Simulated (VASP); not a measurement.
These are revPBE GGA, VASP's PBE PAW potentials (set 64) (plane waves; VASP) values and carry that method's errors.

The input files of a VASP run:

**POSCAR**
```
PbSe
1.0
  0.0000000000   3.1358285760   3.1358285760
  3.1358285760   0.0000000000   3.1358285760
  3.1358285760   3.1358285760   0.0000000000
Pb Se
1 1
Direct
  0.0000000000   0.0000000000   0.0000000000
  0.5000000000   0.5000000000   0.5000000000
```

INCAR:
```
LASPH = .TRUE.   ! aspherical one-centre terms
SYSTEM = PbSe
ALGO = Normal
NSW = 60
ISIF = 3   ! ions, shape and volume
SIGMA = 0.05
NELM = 100   ! most electronic steps
PREC = Accurate
EDIFF = 1E-6
ENCUT = 520   ! plane-wave cut-off (eV)
EDIFFG = -0.01   ! ionic stop
ISMEAR = 0
LCHARG = .FALSE.
LMAXMIX = 4   ! l cut-off of mixed one-centre charges
LWAVE = .FALSE.
GGA = RE
IBRION = 2
LREAL = .FALSE.
```

**KPOINTS**
```
kpoints
0
Gamma
  7 7 7
0 0 0
```

POTCAR, in this order: Pb_d Se (PBE.64 set). Program: vasp_std.

What VASP printed:

File OSZICAR:
```
       N       E                     dE             d eps       ncg     rms          rms(c)
DAV:   1     0.154638921499E+03    0.15464E+03   -0.95191E+03   560   0.145E+03
DAV:   2     0.475375837953E+01   -0.14989E+03   -0.14686E+03   584   0.340E+02
DAV:   3    -0.761489172634E+01   -0.12369E+02   -0.11930E+02   740   0.999E+01
DAV:   4    -0.793292549750E+01   -0.31803E+00   -0.31781E+00   600   0.198E+01
DAV:   5    -0.794272707945E+01   -0.98016E-02   -0.98014E-02   770   0.333E+00    0.280E+00
DAV:   6    -0.760339225295E+01    0.33933E+00   -0.93109E-01   756   0.701E+00    0.155E+00
DAV:   7    -0.760211084402E+01    0.12814E-02   -0.14849E-01   624   0.208E+00    0.888E-01
DAV:   8    -0.760882247965E+01   -0.67116E-02   -0.19341E-02   590   0.173E+00    0.201E-01
DAV:   9    -0.760826914930E+01    0.55333E-03   -0.32955E-03   836   0.628E-01    0.745E-02
DAV:  10    -0.760847163558E+01   -0.20249E-03   -0.40185E-04   590   0.148E-01    0.245E-02
DAV:  11    -0.760850017389E+01   -0.28538E-04   -0.13971E-04   616   0.128E-01    0.868E-03
DAV:  12    -0.760850084402E+01   -0.67013E-06   -0.75587E-06   698   0.186E-02
   1 F= -.76085008E+01 E0= -.76085008E+01  d E =-.760850E+01
```

### OUTCAR
```
------------------------ aborting loop because EDIFF is reached ----------------------------------------
  FORCE on cell =-STRESS in cart. coord.  units (eV):
  Direction    XX          YY          ZZ          XY          YZ          ZX
  --------------------------------------------------------------------------------------
  Total        0.0005077      0.0005077      0.0005077     -0.0000000     -0.0000000      0.0000000
  in kB        0.0131892      0.0131892      0.0131892     -0.0000000     -0.0000000      0.0000000
  external PRESSURE =       0.0131892 kB  Pullay stress =       0.0000000 kB
  volume of cell :       61.67
      direct lattice vectors                 reciprocal lattice vectors
     0.000000000  3.135828576  3.135828576    -0.159447491  0.159447491  0.159447491
     3.135828576  0.000000000  3.135828576     0.159447491 -0.159447491  0.159447491
     3.135828576  3.135828576  0.000000000     0.159447491  0.159447491 -0.159447491
  FREE ENERGIE OF THE ION-ELECTRON SYSTEM (eV)
  ---------------------------------------------------
  free  energy   TOTEN  =        -7.6085008440 eV

  energy  without entropy=       -7.6085008440  energy(sigma->0) =       -7.60850084

 reached required accuracy - stopping structural energy minimisation
```
(Selected blocks of OUTCAR.)

The compound is PbSe in the rock salt structure. It was relaxed first, which changed the volume by +8 %. The start is the result of an earlier pass.
